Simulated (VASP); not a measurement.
Set up this calculation in VASP 6.6.1, as the native input.

```
Task                   : single point
Functional             : PBEsol
Potentials or basis    : VASP PAW PBE potentials, release 64 (Be, Na_pv)
Cutoff                 : 520 eV
k mesh                 : 3 × 3 × 2
Occupations            : fermi-dirac, width 0.05 eV
Spin                   : no spin polarisation
Dipole correction      : no
Further INCAR settings : LREAL = Auto; ALGO = Normal; EDIFF = 1e-06; NBANDS = 34
```

The structure of NaBe16 (a cell with a defect) lies in POSCAR:

```
NaBe16
1.0
   -2.3091000000     -3.9994790000      0.0000000000
    3.4636500000     -1.9997390000      0.0000000000
    0.0000000000      0.0000000000      7.2254000000
Be Na
16 1
Direct
    0.6504136702      0.1881166416      0.2024939796
    0.4821815097      0.6753007157      0.3145846597
    0.4392424161      0.2994686712      0.6667174136
    0.6554431118      1.0123666333      0.8510947491
    0.2448373037      0.9419120922      0.1302626844
    0.3142055917      0.2051974454      0.4119495114
    0.1990724693      0.6963977997      0.5398455449
    0.0549194624     -0.1351422544      0.8835635397
    0.0481315596      0.4487579820      0.2239875993
   -0.0583556697      0.8848616122      0.3372685249
    0.0146900271      0.1410421785      0.6649182052
   -0.2193825569      0.5266766959      0.7462839428
    0.7656739637      0.7490992882      0.0865834417
    0.7479514801      0.3810416072      0.4651091981
    0.6531410499      0.9114569885      0.5393334625
    0.9098372565      0.2852497247      0.9849281701
    0.3566636126      0.4195204330     -0.0219641819
```

One way to write it, as run:

INCAR

```
SYSTEM = NaBe16
PREC     = Accurate       ! precision mode
ENCUT    = 520            ! plane-wave cutoff, eV
EDIFF    = 1E-6           ! SCF threshold, eV
ISMEAR   = -1             ! smearing method
SIGMA    = 0.05           ! smearing width, eV
LREAL    = Auto         
LASPH    = .TRUE.         ! aspherical terms in the spheres
NELM     = 100            ! most SCF steps
ALGO     = Normal         ! electronic algorithm
ISIF     = 2              ! what is computed and relaxed
LWAVE    = .FALSE.        ! write WAVECAR
LCHARG   = .FALSE.        ! write CHGCAR
GGA      = PS             ! functional
NBANDS   = 34             ! bands
```

KPOINTS

```
Automatic mesh
0
G
  3 3 2
  0 0 0
```

Potentials or basis: VASP PAW PBE potentials, release 64 (Be, Na_pv).

Launch:

```sh
$ cat potpaw_PBE.64/Be/POTCAR potpaw_PBE.64/Na_pv/POTCAR > POTCAR
$ mpirun -np 1 vasp_std > vasp.out
```

It gave:

The pressure is 22.5 GPa, the largest force is 2.224 eV/Å and the band gap on the k mesh is none (metal or under the smearing width).

Caveat: the k mesh is coarse (spacing up to 0.52 Å⁻¹), so the values aren't converged; so large a pressure means that the cell lies far from this level's equilibrium, or that cutoff or potentials fall short; the potentials were made for another functional, which shifts forces and pressure.

Run time: 65 s on 1 thread of AMD EPYC 7R13 Processor (Zen 3) (shared host), peak memory 0.19 GiB.
